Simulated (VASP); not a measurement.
Runs of VASP 6.6.1 on Al4B3P. The structure is trigonal, space group P3m1 (No. 156). The conventional cell has a = 3.103 Å, b = 3.103 Å, c = 11.651 Å, α = 90.00°, β = 90.00°, γ = 120.00°. Around Al (site symmetry 3m) lie 3 B at 2.21 Å. Al (site symmetry 3m) is surrounded by 3 B at 2.19 Å. Al (site symmetry 3m) has 6 B at 2.37 to 2.39 Å as nearest neighbours. Al (site symmetry 3m) has 3 P at 2.49 Å and 3 Al at 2.79 Å as nearest neighbours. B (site symmetry 3m) is surrounded by 6 Al at 2.19 to 2.21 Å. Around B (site symmetry 3m) lie 3 B at 1.79 Å. Around B (site symmetry 3m) lie 3 B at 1.79 Å. P (site symmetry 3m) is surrounded by 6 Al at 2.49 to 2.58 Å. The cell was built by a generator and needn't be a form met in nature.

```csv
task,level,cell,k mesh,k mesh for the DOS,occupations for the DOS,gap on the mesh (eV),pressure (GPa),largest force (eV/Å)
relaxation of cell and atoms,PBE,relaxed,12 × 12 × 4,-,-,none,0.0,-
relaxation of cell and atoms,PBE,relaxed,10 × 10 × 4,-,-,none,0.0,-
single point,r2SCAN,"P3m1, 12.14 Å³/atom",12 × 12 × 4,-,-,none,(a),0.12
single point,r2SCAN,"P-3m1, 12.81 Å³/atom",10 × 10 × 4,-,-,none,-1.8,0.04
```

Alike in all rows: potentials or basis VASP PAW PBE potentials, release 64 (Al, B, P); no spin polarisation; cutoff (eV) 520; smearing gaussian 0.1 eV.

Problem. Estimate the missing entries.

Solution. (a) -2.3.

Caveats: the PAW data sets were made with another functional, which shifts forces and pressure a little (some runs); the relaxation stopped at its first step, so nothing moved (some runs).

A gap of «none» marks a metal or a gap under the smearing width.
